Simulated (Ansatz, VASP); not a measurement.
## Ga14Ge17O55 (amorphous 29Ga2O3-71GeO2 (mol %)) in two plane-wave programs

Aim: how closely do two programs agree when they are given the same cell, functional and k mesh? Of the first pair: The structure shown is the start of the Ansatz relaxation below; VASP solves that cell, so the two are compared at the walk's first step.

Calculated with Ansatz 0.2.0; plane waves, with VASP 6.6.1 beside it; single point at PBE.

### Step 1. The structure

The cell holds 86 atoms: 14 Ga, 17 Ge and 55 O. Its edges and angles: a = 10.371 Å, b = 10.839 Å, c = 10.574 Å, α = 89.2°, β = 90.5°, γ = 94.3°. As first built, before any earlier steps moved the atoms (in the runner's words): 86 atoms (14 Fe, 17 Ge, 55 O) placed at random at 3.54 g/cm^3, melted at 5000 K for 10 ps at fixed volume with the Morse and Coulomb pair potential with partial charges (Pedone, Malavasi, Menziani, Cormack and Segre, J. Phys. Chem. B 110, 11780 (2006)). Quenched from 5000 K to 300 K at 100 K/ps and fixed volume, held 5 ps, then minimised at fixed cell. Then Fe was replaced by Ga and the cell scaled by 1.006 (the potential has no terms for the new elements, so the cell is a start for a DFT relaxation).

### Step 2. Ansatz: relaxation, PBE

Ansatz runs on its default PAW (the set named soft_2) files.

The two programs are compared at the cell with which this relaxation starts, whose forces are those of its first step.

input.yaml reads:

```yaml
crystal:
  lattice:
    - [10.36298, -0.40125, -0.04625]
    - [-0.39724, 10.83137, 0.07851]
    - [-0.04579, 0.07851, 10.57316]
  atoms:
    - { symbol: Ga, position: [0.9655, 0.66179, 0.97899] }
    - { symbol: Ga, position: [0.6782, 0.96535, 0.1155] }
    - { symbol: Ga, position: [0.77431, 0.35136, 0.91588] }
    - { symbol: Ga, position: [0.44137, 0.72413, 0.68755] }
    - { symbol: Ga, position: [0.8516, 0.39882, 0.19537] }
    - { symbol: Ga, position: [0.11545, 0.90435, 0.94118] }
    - { symbol: Ga, position: [0.256, 0.28403, 0.72446] }
    - { symbol: Ga, position: [0.16797, 0.67694, 0.74276] }
    - { symbol: Ga, position: [0.34325, 0.08125, 0.94639] }
    - { symbol: Ga, position: [0.81931, 0.89965, 0.85784] }
    - { symbol: Ga, position: [0.66113, 0.63006, 0.90559] }
    - { symbol: Ga, position: [0.62264, 0.06922, 0.81374] }
    - { symbol: Ga, position: [0.35308, 0.49838, 0.55918] }
    - { symbol: Ga, position: [0.05202, 0.42863, 0.89683] }
    - { symbol: Ge, position: [0.64362, 0.95403, 0.56933] }
    - { symbol: Ge, position: [0.57743, 0.22101, 0.14394] }
    - { symbol: Ge, position: [0.41695, 0.81558, 0.9432] }
    - { symbol: Ge, position: [0.62498, 0.66937, 0.45745] }
    - { symbol: Ge, position: [0.38458, 0.01611, 0.66398] }
    - { symbol: Ge, position: [0.91984, 0.84555, 0.21673] }
    - { symbol: Ge, position: [0.35363, 0.35801, 0.28211] }
    - { symbol: Ge, position: [0.06703, 0.28132, 0.31342] }
    - { symbol: Ge, position: [0.0482, 0.46256, 0.57068] }
    - { symbol: Ge, position: [0.13626, 0.0256, 0.60889] }
    - { symbol: Ge, position: [0.54671, 0.69796, 0.15497] }
    - { symbol: Ge, position: [0.04913, 0.15833, 0.86886] }
    - { symbol: Ge, position: [0.244, 0.57597, 0.12561] }
    - { symbol: Ge, position: [0.90875, 0.04199, 0.42697] }
    - { symbol: Ge, position: [0.0313, 0.61082, 0.33494] }
    - { symbol: Ge, position: [0.5793, 0.36642, 0.72107] }
    - { symbol: Ge, position: [0.76361, 0.41157, 0.48214] }
    - { symbol: O, position: [0.97586, 0.992, 0.85938] }
    - { symbol: O, position: [0.46432, 0.97028, 0.84932] }
    - { symbol: O, position: [0.62222, 0.35727, 0.56292] }
    - { symbol: O, position: [0.22187, 0.92667, 0.71435] }
    - { symbol: O, position: [0.77697, 0.33391, 0.34195] }
    - { symbol: O, position: [0.28484, 0.0773, 0.53457] }
    - { symbol: O, position: [0.72537, 0.95762, 0.72184] }
    - { symbol: O, position: [0.98726, 0.29739, 0.16841] }
    - { symbol: O, position: [0.97916, 0.7666, 0.3438] }
    - { symbol: O, position: [0.72793, 0.01382, 0.95333] }
    - { symbol: O, position: [0.47338, 0.18122, 0.01701] }
    - { symbol: O, position: [0.69643, 0.81466, 0.50094] }
    - { symbol: O, position: [0.16048, 0.08548, 0.97503] }
    - { symbol: O, position: [0.65285, 0.24611, 0.8142] }
    - { symbol: O, position: [0.71404, 0.32529, 0.08294] }
    - { symbol: O, position: [0.5343, 0.85027, 0.07872] }
    - { symbol: O, position: [0.74863, 0.57113, 0.43842] }
    - { symbol: O, position: [0.63093, 0.59134, 0.07474] }
    - { symbol: O, position: [0.16978, 0.30911, 0.87721] }
    - { symbol: O, position: [0.4149, 0.39759, 0.70858] }
    - { symbol: O, position: [0.18717, 0.64109, 0.26242] }
    - { symbol: O, position: [0.04262, 0.61586, 0.50775] }
    - { symbol: O, position: [0.38341, 0.67462, 0.07769] }
    - { symbol: O, position: [0.55124, 0.08756, 0.63352] }
    - { symbol: O, position: [0.3088, 0.43151, 0.13764] }
    - { symbol: O, position: [0.06166, 0.7581, 0.84776] }
    - { symbol: O, position: [0.92856, 0.2676, 0.88544] }
    - { symbol: O, position: [0.09659, 0.15946, 0.70048] }
    - { symbol: O, position: [0.28602, 0.64556, 0.61293] }
    - { symbol: O, position: [0.92118, 0.56261, 0.20606] }
    - { symbol: O, position: [0.7495, 0.05658, 0.4733] }
    - { symbol: O, position: [0.81335, 0.73266, 0.90276] }
    - { symbol: O, position: [0.66849, 0.47614, 0.82332] }
    - { symbol: O, position: [0.63996, 0.0908, 0.21336] }
    - { symbol: O, position: [0.07073, 0.52091, 0.74063] }
    - { symbol: O, position: [0.93252, 0.00342, 0.26521] }
    - { symbol: O, position: [0.55245, 0.74191, 0.84069] }
    - { symbol: O, position: [0.5036, 0.29818, 0.26387] }
    - { symbol: O, position: [0.00164, 0.18434, 0.43697] }
    - { symbol: O, position: [0.2899, 0.90773, 0.00371] }
    - { symbol: O, position: [0.00774, 0.81578, 0.07476] }
    - { symbol: O, position: [0.75428, 0.82751, 0.17754] }
    - { symbol: O, position: [0.22805, 0.24085, 0.30469] }
    - { symbol: O, position: [0.52496, 0.60958, 0.58474] }
    - { symbol: O, position: [0.1994, 0.38323, 0.58796] }
    - { symbol: O, position: [0.52982, 0.69356, 0.31842] }
    - { symbol: O, position: [0.89591, 0.49051, 0.95545] }
    - { symbol: O, position: [0.05816, 0.42994, 0.38718] }
    - { symbol: O, position: [0.38819, 0.46907, 0.39649] }
    - { symbol: O, position: [0.35317, 0.15158, 0.77486] }
    - { symbol: O, position: [0.4675, 0.87676, 0.5986] }
    - { symbol: O, position: [0.88865, 0.39391, 0.5961] }
    - { symbol: O, position: [0.3232, 0.72431, 0.82901] }
    - { symbol: O, position: [0.12895, 0.56649, 0.0004] }
    - { symbol: O, position: [0.9973, 0.95396, 0.54002] }
kpoints:
  mp_grid: { grid: [1, 1, 1] }
hamiltonian:
  xc: pbe
scf:
  occupations: { method: fermi_dirac, width: 0.05 }
output:
  forces: true
  eigenvalues: true
  stress: true
relax:
  f_tol: 0.05
  max_steps: 70
```

Run with:

```sh
$ ansatz run input.yaml --threads 4 --pin off --max-ram 8192MiB --backend cpu --events-out ev --progress --plain --runs-dir out
```

Numbers of over 12 decimals in the logs are rounded to 6 here.

Output:

```text
Warning: output.stress: scf.convergence.dr2_threshold = 1e-7 eV (the SCF's general default) is looser than the 8.6e-9 eV advised for a printed stress (1e-10 eV for each atom of the cell: 86). What an SCF threshold leaves in a stress goes as its square root, and in the free energy as the threshold itself, and one threshold admits the most on a small cell: [figures from the program's tests cut] Every solve of this run  [...]
Engine: ansatz 0.2.0, x86_64-unknown-linux-gnu
Pseudopotentials: kind: paw
Pseudopotential: Ga, paw, valence charge 13, recommended cutoff 420 eV (normal), Ga.paw.azcp
Pseudopotential: Ge, paw, valence charge 14, recommended cutoff 420 eV (normal), Ge.paw.azcp
Pseudopotential: O, paw, valence charge 6, recommended cutoff 420 eV (normal), O.paw.azcp
Functional definition: PBE
  parameter kappa = 0.804
  parameter beta = 0.066725
  exchange = pbe_x(kappa = kappa, mu = beta*pi^2/3)
  correlation = pbe_c(beta = beta)
Crystal: 86 atoms, lattice volume = 1185.018 Å³
Basis set: ecut = 420 eV, 23157 PW (Γ), exchange–correlation on 144×150×144 points (8 copies of the dense FFT grid, shifted against one another)
Bands: 461, of which v1, the nominal top of the filled ones, is band 375 counted from 1 (374 counted from 0)
Symmetry: 1 space group operations
Space group: P1 (ITA 1), of the structure as read, at distance tolerance 1.1e-4 Å
k-points: 1
Non-local potential: Ga, projectors of the file, l = 0: 2, l = 1: 2, l = 2: 3, l = 3: 1
Non-local potential: Ge, projectors of the file, l = 0: 2, l = 1: 2, l = 2: 3, l = 3: 1
Non-local potential: O, projectors of the file, l = 0: 2, l = 1: 2, l = 2: 1
PAW form: soft (Blöchl's): semilocal exchange-correlation on the pseudo side does not see the compensation charge
PAW one-centre angular grid: Ga, 590 points (default); XC on 64 Gauss nodes
PAW one-centre angular grid: Ge, 590 points (default); XC on 64 Gauss nodes
PAW one-centre angular grid: O, 110 points (default); XC on 64 Gauss nodes
Initial density: superposition of atomic densities (neutral atoms: chi_scale 0, normalization atom), corrected by the library's trained network
Initial wavefunctions: pseudopotential atomic-orbital guess
Functional: x = pbe(κ = 0.804, μ = 0.219515), c = pbe(β = 0.066725)
SCF iter   1: F=—  HF=-157185.550396 eV  |F-HF|=—  |Δ(HF+E_count)|=         —  Δρ=2.48e-3  dr2=7.16e-2  ethr=1.77e-3  ⟨swp⟩=6.0  Hψ=1682  notcnv=0  defer=63
preconditioner: auto → Resta (q_TF=auto, 2.528 Å⁻¹)  ε∞=3.3  [insulator: Δε(μ)=2.090 eV  Ē_g=19.295 eV  σ=0.050 eV  W_gap=1.00  n_scr=324 (ndim 8)  ℏωp=29.5 eV  f_vac=0.209  D(μ)=0.00/eV (n_scr^D=0)  ε∞_Penn≈3.3]
SCF iter   2: F=—  HF=-157185.551478 eV  |F-HF|=—  |Δ(HF+E_count)|=   1.08e-3  Δρ=1.34e-3  dr2=1.43e-2  ethr=9.55e-6  ⟨swp⟩=2.0  Hψ=821  notcnv=0  defer=81
SCF iter   3: F=—  HF=-157185.554333 eV  |F-HF|=—  |Δ(HF+E_count)|=   2.86e-3  Δρ=5.63e-4  dr2=4.22e-3  ethr=1.91e-6  ⟨swp⟩=2.0  Hψ=658  notcnv=0  defer=81
SCF iter   4: F=—  HF=-157185.555176 eV  |F-HF|=—  |Δ(HF+E_count)|=   8.43e-4  Δρ=1.61e-4  dr2=3.19e-4  ethr=5.62e-7  ⟨swp⟩=2.0  Hψ=616  notcnv=0  defer=81
SCF iter   5: F=—  HF=-157185.555239 eV  |F-HF|=—  |Δ(HF+E_count)|=   6.26e-5  Δρ=1.03e-4  dr2=1.16e-4  ethr=4.25e-8  ⟨swp⟩=2.0  Hψ=662  notcnv=0  defer=81
SCF iter   6: F=-157185.555241 eV  HF=-157185.555241 eV  |F-HF|=1.34e-7  |Δ(HF+E_count)|=   2.82e-6  Δρ=2.88e-5  dr2=1.04e-5  ethr=8.33e-9  ⟨swp⟩=9.0  Hψ=2268  notcnv=0
SCF 1 converged in 6 iterations: F = -157185.555241 eV  dr2 = 1.04e-5
  greatest PAW one-centre occupation: 0.999 electrons in one spin orbital (limit 2), on the Ge atom at site 18 (counted from 0), in its partial waves of l = 2
relax step   1: F+E_penalty+E_count = -157185.55524131 eV  Δ(F+E_penalty+E_count) = +0.000e0 eV  max|allowed force component| = 3.101e-1 eV/Å  Δτ_max = 0.0000 Å  (6 SCF iters, dr2 threshold 6.25e-5 eV, accepted)
Initial density: handed on by an earlier stage of this run
Initial wavefunctions: those handed on with the density
[...]
--- Relaxed structure (8 steps of the walk, 7 accepted, 0 SCFs on fresh bases) ---
  F+E_penalty+E_count = -157185.62523281 eV   max|allowed force component| = 4.443e-2 eV/Å
  atoms:
    - { symbol: Ga, position: [0.965576, 0.659213, 0.988261] }
    - { symbol: Ga, position: [0.680728, 0.966669, 0.115857] }
    - { symbol: Ga, position: [0.772476, 0.348435, 0.914549] }
    - { symbol: Ga, position: [0.441125, 0.723620, 0.688761] }
    - { symbol: Ga, position: [0.852247, 0.407686, 0.185247] }
    - { symbol: Ga, position: [0.114594, 0.903090, 0.941353] }
    - { symbol: Ga, position: [0.255240, 0.283151, 0.723764] }
    - { symbol: Ga, position: [0.165370, 0.675211, 0.745106] }
    - { symbol: Ga, position: [0.342689, 0.080191, 0.947969] }
    - { symbol: Ga, position: [0.819762, 0.895325, 0.856845] }
    - { symbol: Ga, position: [0.660917, 0.626078, 0.905176] }
    - { symbol: Ga, position: [0.623212, 0.067191, 0.813855] }
    - { symbol: Ga, position: [0.353141, 0.498126, 0.559594] }
    - { symbol: Ga, position: [0.052737, 0.426838, 0.901043] }
    - { symbol: Ge, position: [0.642364, 0.953762, 0.569184] }
    - { symbol: Ge, position: [0.578191, 0.220673, 0.145878] }
    - { symbol: Ge, position: [0.416742, 0.813514, 0.945402] }
    - { symbol: Ge, position: [0.625775, 0.670478, 0.457588] }
    - { symbol: Ge, position: [0.383044, 0.015199, 0.665695] }
    - { symbol: Ge, position: [0.918727, 0.843785, 0.219429] }
    - { symbol: Ge, position: [0.354796, 0.358392, 0.283359] }
    - { symbol: Ge, position: [0.064523, 0.286041, 0.309616] }
    - { symbol: Ge, position: [0.046811, 0.463353, 0.572511] }
    - { symbol: Ge, position: [0.133553, 0.025537, 0.608773] }
    - { symbol: Ge, position: [0.557570, 0.702413, 0.156013] }
    - { symbol: Ge, position: [0.048227, 0.156702, 0.868450] }
    - { symbol: Ge, position: [0.249333, 0.577320, 0.126674] }
    - { symbol: Ge, position: [0.904825, 0.045334, 0.423821] }
    - { symbol: Ge, position: [0.034818, 0.613019, 0.336282] }
    - { symbol: Ge, position: [0.580716, 0.364319, 0.716818] }
    - { symbol: Ge, position: [0.763522, 0.411862, 0.476899] }
    - { symbol: O, position: [0.976420, 0.989955, 0.855851] }
    - { symbol: O, position: [0.463758, 0.968634, 0.849522] }
    - { symbol: O, position: [0.621120, 0.355403, 0.557772] }
    - { symbol: O, position: [0.218656, 0.926002, 0.714754] }
    - { symbol: O, position: [0.779683, 0.339979, 0.333823] }
    - { symbol: O, position: [0.283817, 0.077070, 0.535360] }
    - { symbol: O, position: [0.726024, 0.955589, 0.721199] }
    - { symbol: O, position: [0.990044, 0.305649, 0.162162] }
    - { symbol: O, position: [0.983299, 0.769402, 0.346973] }
    - { symbol: O, position: [0.730798, 0.012173, 0.953045] }
    - { symbol: O, position: [0.473774, 0.179539, 0.018926] }
    - { symbol: O, position: [0.698144, 0.816012, 0.499732] }
    - { symbol: O, position: [0.158520, 0.084864, 0.977066] }
    - { symbol: O, position: [0.652260, 0.244183, 0.811901] }
    - { symbol: O, position: [0.711027, 0.326341, 0.080987] }
    - { symbol: O, position: [0.535629, 0.852762, 0.079172] }
    - { symbol: O, position: [0.750964, 0.572637, 0.437864] }
    - { symbol: O, position: [0.634699, 0.589848, 0.075555] }
    - { symbol: O, position: [0.170669, 0.307748, 0.877860] }
    - { symbol: O, position: [0.414970, 0.395996, 0.706854] }
    - { symbol: O, position: [0.192059, 0.643100, 0.263374] }
    - { symbol: O, position: [0.042667, 0.617016, 0.510123] }
    - { symbol: O, position: [0.389323, 0.674915, 0.076423] }
    - { symbol: O, position: [0.550300, 0.086905, 0.634504] }
[...]
- { symbol: O, position: [0.057065, 0.434358, 0.385172] }
    - { symbol: O, position: [0.389304, 0.469997, 0.397045] }
    - { symbol: O, position: [0.351624, 0.150198, 0.776254] }
    - { symbol: O, position: [0.466228, 0.875749, 0.598626] }
    - { symbol: O, position: [0.886725, 0.392155, 0.593816] }
    - { symbol: O, position: [0.322064, 0.724696, 0.829695] }
    - { symbol: O, position: [0.131006, 0.565689, 0.00283583] }
    - { symbol: O, position: [0.993976, 0.957078, 0.536426] }
```

Reading the cycles: dr2 is the Hartree energy of the density residual (eV), the measure of convergence; HF is the Harris–Foulkes estimate of the energy, which meets the free energy F at convergence.

(Continued in part 2 of 4.)

[Lines on the potential files, build, host, timing and source positions are cut from VASP's logs without a mark.]

[Logs are printed without paths, hosts, clocks, repeated set-up lines and the standing remarks that a program may print on its own settings, such as how far it seeks lower states.]

[Hosts, paths, dates, database ids (printed as entryN), source tags and the programs' standing remarks are cut or masked in the printed files.]
